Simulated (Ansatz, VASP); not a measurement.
# TaN (TaN(110) slab): VASP beside Ansatz

One calculation is typed for both programs; each brings its own data sets. How far apart do they land? The cell is taken from a series of runs on this material, whose earlier steps may have relaxed, scaled, displaced or heated it; both programs get it as it stands.

Main program and level: Ansatz 0.2.0; plane waves, with VASP 6.6.1 beside it; single point at r2SCAN.

### Step 1. The starting structure

The cell holds 32 atoms: 16 N and 16 Ta. Cell: a = 6.251 Å, b = 4.420 Å, c = 25.939 Å, α = 90.0°, β = 90.0°, γ = 90.0°. It derives from TaN. Slab of TaN cut on (1 1 0), 10.9 A thick, 2 x 1 surface cells, both faces free; (so at first; earlier steps may have moved the atoms). Lattice constants are starting values near those of PBE. Vacuum lies along c.

As a file:

```xyz
32
Lattice="6.2508 0.0000 0.0000 0.0000 4.4200 0.0000 0.0000 0.0000 25.9389" Properties=species:S:1:pos:R:3
N     1.5627    0.0000    7.4108
N     0.0000    2.2100    9.1183
N     1.5627    0.0000   10.4591
N     0.0000    2.2100   12.2873
N     1.5627    0.0000   13.6517
N     0.0000    2.2100   15.4798
N     1.5627    0.0000   16.8206
N     0.0000    2.2100   18.5282
N     4.6881    0.0000    7.4108
N     3.1254    2.2100    9.1183
N     4.6881    0.0000   10.4591
N     3.1254    2.2100   12.2873
N     4.6881    0.0000   13.6517
N     3.1254    2.2100   15.4798
N     4.6881    0.0000   16.8206
N     3.1254    2.2100   18.5282
Ta    1.5627    2.2100    7.6382
Ta    0.0000    0.0000    8.8218
Ta    1.5627    2.2100   10.7338
Ta    0.0000    0.0000   12.0463
Ta    1.5627    2.2100   13.8926
Ta    0.0000    0.0000   15.2051
Ta    1.5627    2.2100   17.1171
Ta    0.0000    0.0000   18.3007
Ta    4.6881    2.2100    7.6382
Ta    3.1254    0.0000    8.8218
Ta    4.6881    2.2100   10.7338
Ta    3.1254    0.0000   12.0463
Ta    4.6881    2.2100   13.8926
Ta    3.1254    0.0000   15.2051
Ta    4.6881    2.2100   17.1171
Ta    3.1254    0.0000   18.3007
```

### Step 2. VASP: single point, r2SCAN

A single point gives forces, pressure and levels at one fixed geometry, so differences don't come from the geometry; what else differs is listed under the comparison.

Lines of VASP's logs that name or quote its potential files are left out, and so is its time.

Input file INCAR:

```
SYSTEM = TaN
PREC = Accurate
ENCUT = 580
EDIFF = 1E-06
NELM = 120
ISMEAR = -1
SIGMA = 0.1
LREAL = Auto
ALGO = Normal
METAGGA = R2SCAN
LASPH = .TRUE.
NBANDS = 150
LORBIT = 11
LWAVE = .FALSE.
LCHARG = .FALSE.
ISIF = 2
GGA_COMPAT = .FALSE.
LMIXTAU = .TRUE.
```

Input file POSCAR:

```
TaN
1.0
    6.2508200000      0.0000000000      0.0000000000
    0.0000000000      4.4200000000      0.0000000000
    0.0000000000      0.0000000000     25.9389400000
N Ta
16 16
Direct
    0.2500000000      0.0000000000      0.2857000000
    0.0000000000      0.5000000000      0.3515300000
    0.2500000000      0.0000000000      0.4032200000
    0.0000000000      0.5000000000      0.4737000000
    0.2500000000      0.0000000000      0.5263000000
    0.0000000000      0.5000000000      0.5967800000
    0.2500000000      0.0000000000      0.6484700000
    0.0000000000      0.5000000000      0.7143000000
    0.7500000000      0.0000000000      0.2857000000
    0.5000000000      0.5000000000      0.3515300000
    0.7500000000      0.0000000000      0.4032200000
    0.5000000000      0.5000000000      0.4737000000
    0.7500000000      0.0000000000      0.5263000000
    0.5000000000      0.5000000000      0.5967800000
    0.7500000000      0.0000000000      0.6484700000
    0.5000000000      0.5000000000      0.7143000000
    0.2500000000      0.5000000000      0.2944700000
    0.0000000000      0.0000000000      0.3401000000
    0.2500000000      0.5000000000      0.4138100000
    0.0000000000      0.0000000000      0.4644100000
    0.2500000000      0.5000000000      0.5355900000
    0.0000000000      0.0000000000      0.5861900000
    0.2500000000      0.5000000000      0.6599000000
    0.0000000000      0.0000000000      0.7055300000
    0.7500000000      0.5000000000      0.2944700000
    0.5000000000      0.0000000000      0.3401000000
    0.7500000000      0.5000000000      0.4138100000
    0.5000000000      0.0000000000      0.4644100000
    0.7500000000      0.5000000000      0.5355900000
    0.5000000000      0.0000000000      0.5861900000
    0.7500000000      0.5000000000      0.6599000000
    0.5000000000      0.0000000000      0.7055300000
```

Input file KPOINTS:

```
Automatic mesh
0
Gamma
6 8 1
0 0 0
```

Potentials, in the order of the species: N and Ta_pv (PBE family, release 64).

On the command line:

```
$ export OMP_NUM_THREADS=3
$ mpirun -np 1 vasp_std
```

Numbers of over 12 decimals in the logs are rounded to 6 here.

Log:

```text
[banner, memory and clock lines left out]
running    1 mpi-ranks, on    1 nodes
[...]
Offloading initialized ...    1 GPUs detected
[...]
|                                                                             |
|               ----> ADVICE to this user running VASP <----                  |
|                                                                             |
|     You enforced a specific xc type in the INCAR file but a different       |
|     [... a line on the potential file left out ...]
|     I HOPE YOU KNOW WHAT YOU ARE DOING!                                     |
|                                                                             |

 LDA part: xc-table for (None), standard interpolation
 POSCAR, INCAR and KPOINTS ok, starting setup
[...]
entering main loop
       N       E                     dE             d eps       ncg     rms          rms(c)
DAV:   1     0.221050643826E+04    0.22105E+04   -0.15091E+05  6952   0.178E+03
DAV:   2    -0.827456402541E+03   -0.30380E+04   -0.29754E+04  7040   0.493E+02
DAV:   3    -0.106011756141E+04   -0.23266E+03   -0.22809E+03  7448   0.125E+02
DAV:   4    -0.107084358516E+04   -0.10726E+02   -0.10509E+02  7360   0.257E+01
[...]
DAV:  29    -0.947187836216E+03   -0.10629E-04   -0.22703E-06  4200   0.366E-03    0.122E-03
DAV:  30    -0.947187837539E+03   -0.13232E-05   -0.72762E-07  4224   0.241E-03    0.696E-04
DAV:  31    -0.947187837686E+03   -0.14673E-06   -0.23720E-07  3840   0.146E-03
   1 F= -.94718784E+03 E0= -.94692029E+03  d E =-.535100E+00
```

OUTCAR, selected parts (step 2):

```text
  Total       -6.6900342    -55.0179248     -4.3090506      0.0000000      0.0000000      0.0000000
  in kB      -14.9564125   -122.9994871     -9.6334244      0.0000000      0.0000000      0.0000000
  external PRESSURE =     -49.1964413 kB  Pullay stress =       0.0000000 kB

 POSITION                                       TOTAL-FORCE (eV/Angst)
 -----------------------------------------------------------------------------------
      1.56271      0.00000      7.41076        -0.000000      0.000000      0.265438
      0.00000      2.21000      9.11832         0.000000      0.000000      0.036720
      1.56271      0.00000     10.45910         0.000000      0.000000      0.038179
      0.00000      2.21000     12.28728         0.000000     -0.000000     -0.047476
      1.56271      0.00000     13.65166        -0.000000      0.000000      0.047476
      0.00000      2.21000     15.47984        -0.000000     -0.000000     -0.038179
      1.56271      0.00000     16.82062        -0.000000      0.000000     -0.036720
      0.00000      2.21000     18.52818        -0.000000     -0.000000     -0.265438
      4.68811      0.00000      7.41076        -0.000000      0.000000      0.265438
      3.12541      2.21000      9.11832         0.000000     -0.000000      0.036720
      4.68811      0.00000     10.45910         0.000000      0.000000      0.038179
      3.12541      2.21000     12.28728         0.000000     -0.000000     -0.047476
      4.68811      0.00000     13.65166        -0.000000      0.000000      0.047476
      3.12541      2.21000     15.47984        -0.000000     -0.000000     -0.038179
[...]
-----------------------------------------------------------------------------------
    total drift:                                0.000000      0.000000     -0.000000

  FREE ENERGIE OF THE ION-ELECTRON SYSTEM (eV)
  ---------------------------------------------------
  free  energy   TOTEN  =      -947.1878376856 eV

  energy  without entropy=     -946.6527375982  energy(sigma->0) =     -946.92028764

[... 3 further parts left out ...]
[key lines of the parts left out:]
E-fermi :   2.2143
```

### Step 3. Ansatz: single point, r2SCAN

Ansatz runs on its default PAW (the set named soft_2) files.

The same cell, functional, mesh and smearing now go to Ansatz, which takes its cutoff from its data sets.

Input file input.yaml:

```yaml
crystal:
  lattice:
    - [6.25082, 0.0, 0.0]
    - [0.0, 4.42, 0.0]
    - [0.0, 0.0, 25.93894]
  atoms:
    - { symbol: "N", position: [0.25, 0.0, 0.2857] }
    - { symbol: Ta, position: [0.25, 0.5, 0.29447] }
    - { symbol: Ta, position: [1.0, 0.0, 0.3401] }
    - { symbol: "N", position: [1.0, 0.5, 0.35153] }
    - { symbol: "N", position: [0.25, 0.0, 0.40322] }
    - { symbol: Ta, position: [0.25, 0.5, 0.41381] }
    - { symbol: Ta, position: [0.0, 1.0, 0.46441] }
    - { symbol: "N", position: [1.0, 0.5, 0.4737] }
    - { symbol: "N", position: [0.25, 0.0, 0.5263] }
    - { symbol: Ta, position: [0.25, 0.5, 0.53559] }
    - { symbol: Ta, position: [0.0, 0.0, 0.58619] }
    - { symbol: "N", position: [0.0, 0.5, 0.59678] }
    - { symbol: "N", position: [0.25, 0.0, 0.64847] }
    - { symbol: Ta, position: [0.25, 0.5, 0.6599] }
    - { symbol: Ta, position: [0.0, 1.0, 0.70553] }
    - { symbol: "N", position: [1.0, 0.5, 0.7143] }
    - { symbol: "N", position: [0.75, 0.0, 0.2857] }
    - { symbol: Ta, position: [0.75, 0.5, 0.29447] }
    - { symbol: Ta, position: [0.5, 0.0, 0.3401] }
    - { symbol: "N", position: [0.5, 0.5, 0.35153] }
    - { symbol: "N", position: [0.75, 0.0, 0.40322] }
    - { symbol: Ta, position: [0.75, 0.5, 0.41381] }
    - { symbol: Ta, position: [0.5, 1.0, 0.46441] }
    - { symbol: "N", position: [0.5, 0.5, 0.4737] }
    - { symbol: "N", position: [0.75, 1.0, 0.5263] }
    - { symbol: Ta, position: [0.75, 0.5, 0.53559] }
    - { symbol: Ta, position: [0.5, 0.0, 0.58619] }
    - { symbol: "N", position: [0.5, 0.5, 0.59678] }
    - { symbol: "N", position: [0.75, 1.0, 0.64847] }
    - { symbol: Ta, position: [0.75, 0.5, 0.6599] }
    - { symbol: Ta, position: [0.5, 0.0, 0.70553] }
    - { symbol: "N", position: [0.5, 0.5, 0.7143] }
kpoints:
  mp_grid: { grid: [6, 8, 1] }
hamiltonian:
  xc: r2scan
scf:
  occupations: { method: fermi_dirac, width: 0.1 }
output:
  forces: true
```

On the command line:

```
$ ansatz run input.yaml --threads 5 --pin off --max-ram 81920MiB --backend cuda --events-out ev --progress --plain --runs-dir out
```

Log:

```text
Engine: ansatz 0.2.0, x86_64-unknown-linux-gnu
Pseudopotentials: kind: paw
Pseudopotential: N, paw, valence charge 5, recommended cutoff 500 eV (meta_gga), N.paw.azcp
Pseudopotential: Ta, paw, valence charge 13, recommended cutoff 500 eV (meta_gga), Ta.paw.azcp
Functional definition: r2SCAN
  parameter k0 = 0.174
  parameter k1 = 0.065
  parameter a1 = 4.9479
  exchange = r2scan_x(k0 = k0, k1 = k1, a1 = a1)
  correlation = r2scan_c
device memory: the entry about to start is reckoned to put 11.1 GiB on a device that reports 69.0 GiB free
GPU FFT provider: cuFFT
GPU libraries: cuBLAS 13.8.2, cuFFT 12.4.0, cuSOLVER 12.3.4
Crystal: 32 atoms, lattice volume = 716.657 Å³
Basis set: ecut = 500 eV, 18141 PW (Γ), exchange–correlation on 192×144×768 points (64 copies of the dense FFT grid, shifted against one another)
Bands: 176, of which v1, the nominal top of the filled ones, is band 144 counted from 1 (143 counted from 0)
Symmetry: 16 space group operations
Space group: Pmmn (ITA 59), of the structure as read, at distance tolerance 8.9e-5 Å
k-points: 20 of 48
Non-local potential: N, projectors of the file, l = 0: 2, l = 1: 2, l = 2: 1
Non-local potential: Ta, projectors of the file, l = 0: 3, l = 1: 2, l = 2: 2, l = 3: 1
PAW form: soft (Blöchl's): semilocal exchange-correlation on the pseudo side does not see the compensation charge
PAW frozen core: N, regenerated for the run's functional (the file was generated under x = pbe(κ = 0.804, μ = 0.219515), c = pbe(β = 0.066725))
PAW frozen core: Ta, regenerated for the run's functional (the file was generated under x = pbe(κ = 0.804, μ = 0.219515), c = pbe(β = 0.066725))
PAW one-centre angular grid: N, 302 points (default); XC on 160 Gauss nodes
PAW one-centre angular grid: Ta, 590 points (default); XC on 160 Gauss nodes
Initial density: superposition of atomic densities (neutral atoms: chi_scale 0, normalization atom), corrected by the library's trained network
Initial wavefunctions: pseudopotential atomic-orbital guess
GPU buffer pool allocated for 331776 grid points (all kernels)
GPU transforms: local potential: pruned to the plane-wave sphere, on 45×36×192; band sums: pruned to the plane-wave sphere, on 48×36×192
Functional: x = r2scan, c = r2scan; τ floored in thin density (d = 2e-4 eV/Å³)
SCF iter   1: F=—  HF=-165288.677672 eV  |F-HF|=—  |Δ(HF+E_count)|=         —  Δρ=8.33e-3  dr2=5.94e-1  dr2_τ=1.74e0  ethr=1.77e-3  ⟨swp⟩=8.5  Hψ=17626  notcnv=0  defer=14
preconditioner: auto → LDOS  [metal: Δε(μ)=0.014 eV  Ē_g=9.427 eV  σ=0.100 eV  W_gap=0.04  n_scr=152 (ndim 8)  ℏωp=17.5 eV  f_vac=0.456  D(μ)=16.24/eV (n_scr^D=106)  β→1.0]
SCF iter   2: F=—  HF=-165289.686541 eV  |F-HF|=—  |Δ(HF+E_count)|=    1.01e0  Δρ=3.84e-3  dr2=1.51e-1  dr2_τ=2.59e-2  ethr=2.06e-4  ⟨swp⟩=4.0  Hψ=9376  notcnv=0  defer=7
SCF iter   3: F=—  HF=-165289.676623 eV  |F-HF|=—  |Δ(HF+E_count)|=   9.92e-3  Δρ=1.42e-3  dr2=4.67e-2  dr2_τ=3.61e-3  ethr=5.25e-5  ⟨swp⟩=2.1  Hψ=5723  notcnv=0  defer=7
SCF iter   4: F=—  HF=-165289.680232 eV  |F-HF|=—  |Δ(HF+E_count)|=   3.61e-3  Δρ=6.21e-4  dr2=5.22e-3  dr2_τ=2.15e-4  ethr=1.62e-5  ⟨swp⟩=2.1  Hψ=4102  notcnv=0  defer=7
SCF iter   5: F=—  HF=-165289.679893 eV  |F-HF|=—  |Δ(HF+E_count)|=   3.39e-4  Δρ=2.21e-4  dr2=6.26e-4  dr2_τ=2.53e-5  ethr=1.81e-6  ⟨swp⟩=2.0  Hψ=5146  notcnv=0  defer=7
SCF iter   6: F=—  HF=-165289.678831 eV  |F-HF|=—  |Δ(HF+E_count)|=   1.06e-3  Δρ=5.47e-5  dr2=1.72e-5  dr2_τ=1.56e-6  ethr=2.17e-7  ⟨swp⟩=2.5  Hψ=5656  notcnv=0  defer=7
SCF iter   7: F=—  HF=-165289.680514 eV  |F-HF|=—  |Δ(HF+E_count)|=   1.68e-3  Δρ=2.12e-5  dr2=3.44e-6  dr2_τ=4.27e-7  ethr=5.98e-9  ⟨swp⟩=3.0  Hψ=7476  notcnv=0  defer=7
SCF iter   8: F=—  HF=-165289.680519 eV  |F-HF|=—  |Δ(HF+E_count)|=   4.66e-6  Δρ=6.57e-6  dr2=2.27e-6  dr2_τ=3.48e-8  ethr=1.19e-9  ⟨swp⟩=3.0  Hψ=6430  notcnv=0  defer=7
SCF iter   9: F=-165289.680519 eV  HF=-165289.680519 eV  |F-HF|=2.71e-8  |Δ(HF+E_count)|=   1.78e-7  Δρ=2.33e-6  dr2=7.98e-8  dr2_τ=9.61e-9  ethr=3.47e-11  ⟨swp⟩=5.0  Hψ=15880  notcnv=0
SCF 1 converged in 9 iterations: F = -165289.680519 eV  dr2 = 7.98e-8
  greatest PAW one-centre occupation: 0.998 electrons in one spin orbital (limit 2), on the Ta atom at site 25 (counted from 0), in its partial waves of l = 0
SCF converged after 9 iterations
Free energy (F): -165289.680519 eV
Harris-Foulkes:  -165289.680519 eV  (|F-HF|=2.71e-8)
Internal energy: -165289.144471 eV  (E = F + TS)
E sigma→0 (E₀):  -165289.412495 eV
Entropy (-TS):   -0.536048 eV (-16.752 meV/atom)
Fermi energy:    7.987188 eV
--- Per-component energies (eV) ---
  E_band       = -4747.549291
  E_kinetic    = 7983.908508
  E_local      = -323152.052612  (includes V_loc(G=0)·N_el)
  E_nonlocal   = 950.015490
  E_hartree    = 158182.064474
  E_xc         = -4229.582641
  E_vxc        = -4909.189668  (∫ρ·V_xc dr)
  E_paw        = -136828.474602  (= ΣΔE_a)
  E_vpaw       = -2240.610634  (= ΣTr[D̂ρ^β])
  E_aug_tail   = 0.001397  (compensation charges beyond the density's cutoff)
  E_vtau       = 256.101179  (kinetic-family band-sum trace: ∫τ·v_τ [+ j·A + Jᵃ·Aᵃ] dr)
  E_ewald      = 131817.549034
  E_core_change = -12.573518  (= ΣΔE_core)
  E_smearing   = -0.536048  (= −TS)
  E_closure    = -0.000000  (closes the sum)
  Σ components = -165289.680519   (vs F -165289.680519, Δ=0.00e0)
--- Forces (eV/Å), atoms counted from 1 ---
  atom   1  N     -0.00000000     0.00000000     0.33304601
  atom   2  Ta     0.00000000     0.00000000     0.20032551
  atom   3  Ta     0.00000000    -0.00000000    -0.30233335
  atom   4  N      0.00000000    -0.00000000     0.05790720
  atom   5  N     -0.00000000    -0.00000000     0.04038173
  atom   6  Ta    -0.00000000    -0.00000000     0.09507811
  atom   7  Ta     0.00000000     0.00000000    -0.32479729
  atom   8  N      0.00000000     0.00000000    -0.04915039
  atom   9  N      0.00000000     0.00000000     0.04915039
  atom  10  Ta     0.00000000     0.00000000     0.32479729
  atom  11  Ta    -0.00000000    -0.00000000    -0.09507811
  atom  12  N     -0.00000000    -0.00000000    -0.04038173
  atom  13  N      0.00000000    -0.00000000    -0.05790720
  atom  14  Ta     0.00000000    -0.00000000     0.30233335
  atom  15  Ta     0.00000000     0.00000000    -0.20032551
  atom  16  N     -0.00000000     0.00000000    -0.33304601
  atom  17  N     -0.00000000     0.00000000     0.33304601
  atom  18  Ta    -0.00000000    -0.00000000     0.20032551
  atom  19  Ta     0.00000000     0.00000000    -0.30233335
  atom  20  N      0.00000000    -0.00000000     0.05790720
  atom  21  N      0.00000000    -0.00000000     0.04038173
  atom  22  Ta    -0.00000000    -0.00000000     0.09507811
  atom  23  Ta     0.00000000     0.00000000    -0.32479729
  atom  24  N      0.00000000     0.00000000    -0.04915039
  atom  25  N      0.00000000     0.00000000     0.04915039
  atom  26  Ta     0.00000000     0.00000000     0.32479729
  atom  27  Ta    -0.00000000    -0.00000000    -0.09507811
  atom  28  N      0.00000000    -0.00000000    -0.04038173
  atom  29  N      0.00000000    -0.00000000    -0.05790720
  atom  30  Ta     0.00000000     0.00000000     0.30233335
  atom  31  Ta    -0.00000000    -0.00000000    -0.20032551
  atom  32  N     -0.00000000     0.00000000    -0.33304601
  max |Σ_I F_I| component: 5.55e-17 eV/Å
```

### Step 4. Side by side

Known differences besides the potentials themselves: VASP keeps PBE cores, Ansatz makes them for the functional; the data sets hold 288 valence electrons in Ansatz (on its default PAW (the set named soft_2) files) and 256 in VASP; the cutoff is 500 eV in Ansatz and 580 eV in VASP (PREC = Accurate, projectors in real space). Total energies have different zeros and are not compared.

Forces on 7 of the 32 atoms, those with the largest forces and the largest differences (eV/Å; atoms numbered as in POSCAR):

```tsv
atom	Ansatz x, y, z	VASP x, y, z
N1	0.000, 0.000, 0.333	0.000, 0.000, 0.265
N8	0.000, 0.000, -0.333	0.000, 0.000, -0.265
N16	0.000, 0.000, -0.333	0.000, 0.000, -0.265
Ta20	0.000, 0.000, -0.325	0.000, 0.000, -0.352
Ta21	0.000, 0.000, 0.325	0.000, 0.000, 0.352
Ta28	0.000, 0.000, -0.325	0.000, 0.000, -0.352
Ta29	0.000, 0.000, 0.325	0.000, 0.000, 0.352
```

The forces differ by 21 meV/Å r.m.s., which is 17.9 % of the r.m.s. force of 0.119 eV/Å (both taken over all components). With vacuum in the cell, a pressure given here is an average over mostly empty space and none of the material.

### Step 5. Summary of results

* r.m.s. force difference (single point, r2SCAN): 21 meV/Å

**Reading.** The r.m.s. force difference is 21 meV/Å (single point, r2SCAN), beyond the 12 meV/Å picked in this series as the mark of a large difference. The data sets hold unlike numbers of valence electrons (288 in Ansatz and 256 in VASP), so part of the differences comes from the potentials. What causes the difference of the single point, r2SCAN pair stays open here. How closely two codes agree says nothing of how well the functional describes the real material.

[Lines on the potential files, build, host, timing and source positions are cut from VASP's logs without a mark.]

[Logs are printed without paths, hosts, clocks, repeated set-up lines and the standing remarks that a program may print on its own settings, such as how far it seeks lower states.]

[Hosts, paths, dates, database ids (printed as entryN), source tags and the programs' standing remarks are cut or masked in the printed files.]
